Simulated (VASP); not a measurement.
Consider the following.

```xyz
2
Lattice="1.1679 -2.0229 0.0000 1.1679 2.0229 0.0000 0.0000 0.0000 3.6516" Properties=species:S:1:pos:R:3 pbc="T T T"
Be     1.1679     0.6743     0.9129
Be     1.1679    -0.6743     2.7387
```
Cell charge -0.1.

These are PBE GGA, VASP's PBE PAW potentials (set 64) (plane waves; VASP) values and carry that method's errors. Numerical set-up: NELECT = 4.1, 400 eV cut-off, 16×16×9 Γ-centred mesh, Gaussian smearing of 0.050 eV, potentials Be.

The cell is charged, with a uniform compensating background.

Task: Give the stress tensor in GPa (positive for a compressed cell).

Result: 
```
-1.32   0.00   0.00
 0.00  -1.32   0.00
 0.00   0.00  -3.17
```
The pressure is its mean diagonal, -1.94 GPa.

The compound is Be in the hcp structure. The cell was not relaxed at this level. The run is one of a series of settings (ISMEAR = 0, NELECT = 4.1, SIGMA = 0.05 against the base run), some of them coarse on purpose.
